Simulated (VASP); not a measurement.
HfTeSe5:

```xyz
7
Lattice="6.3986 0.0000 0.0000 0.0000 6.3986 0.0000 0.0000 0.0000 4.8020" Properties=species:S:1:pos:R:3 pbc="T T T"
Hf    0.0000    0.0000    2.4010
Te    3.1993    3.1993    2.4010
Se    1.9416    0.0000    2.4010
Se    4.4570    0.0000    2.4010
Se    0.0000    1.9416    2.4010
Se    0.0000    4.4570    2.4010
Se    3.1993    3.1993    0.0000
```

The cell was built by a generator and needn't be a form met in nature.

* Program: VASP 6.6.1
* Task: relaxation of cell and atoms
* Functional: PBE
* Potentials or basis: VASP PAW PBE potentials, release 64 (Hf_pv, Te, Se)
* Cutoff: 520 eV
* k mesh: 2 × 2 × 3
* Occupations: gaussian, width 0.15 eV
* Spin: no spin polarisation

At the start: pressure 50.7 GPa; volume 28.09 Å³/atom.

Q: Where does the relaxation end?

A: Over 17 steps the energy falls by 2398.7 meV/atom and the volume is 42.64 Å³/atom (+51.8 %); space group P4/mmm (No. 123, to 0.05 Å).

Step by step:
| step | energy change (eV) | largest force (eV/Å) | pressure (GPa) | volume (Å³) |
| --- | --- | --- | --- | --- |
| 1 | 0.0000 | 18.3974 | 50.68 | 196.61 |
| 2 | 152.3481 | 282.9154 | 64.03 | 549.02 |
| 3 | -4.8434 | 24.8055 | 14.25 | 292.68 |
| 4 | -8.5714 | 18.9364 | 12.03 | 270.73 |
| 5 | -11.5408 | 10.3903 | 14.41 | 231.97 |
| 6 | -14.2854 | 1.6538 | -4.61 | 391.22 |
| 7 | -16.3047 | 1.4326 | -1.39 | 302.97 |
| 8 | -16.3238 | 1.5140 | -1.11 | 299.18 |
| 9 | -16.3258 | 1.6838 | -0.41 | 292.93 |
| 10 | -16.3292 | 1.6365 | -0.52 | 294.48 |
| 11 | -16.6824 | 0.6739 | 1.25 | 283.85 |
| 12 | -16.6827 | 0.6458 | 1.30 | 283.52 |
| 13 | -16.7752 | 0.2389 | 0.46 | 292.85 |
| 14 | -16.7880 | 0.0636 | -0.07 | 298.36 |
| 15 | -16.7880 | 0.0472 | -0.03 | 298.66 |
| 16 | -16.7877 | 0.0404 | -0.15 | 299.27 |
| 17 | -16.7907 | 0.0025 | -0.09 | 298.45 |

Final structure:
```yaml
crystal:
  lattice:
    - [7.57965, 0.00000, 0.00000]
    - [0.00000, 7.57965, 0.00000]
    - [0.00000, 0.00000, 5.19489]
  atoms:
    - { symbol: Hf, position: [0.00000, 0.00000, 0.50000] }
    - { symbol: Te, position: [0.50000, 0.50000, 0.50000] }
    - { symbol: Se, position: [0.32702, 0.00000, 0.50000] }
    - { symbol: Se, position: [0.67298, 0.00000, 0.50000] }
    - { symbol: Se, position: [0.00000, 0.32702, 0.50000] }
    - { symbol: Se, position: [0.00000, 0.67298, 0.50000] }
    - { symbol: Se, position: [0.50000, 0.50000, 0.00000] }
```

Caveat: the k mesh is coarse (spacing up to 0.49 Å⁻¹), so the values aren't converged; the volume moved by over 15 % at a fixed basis, so the end points are rough.
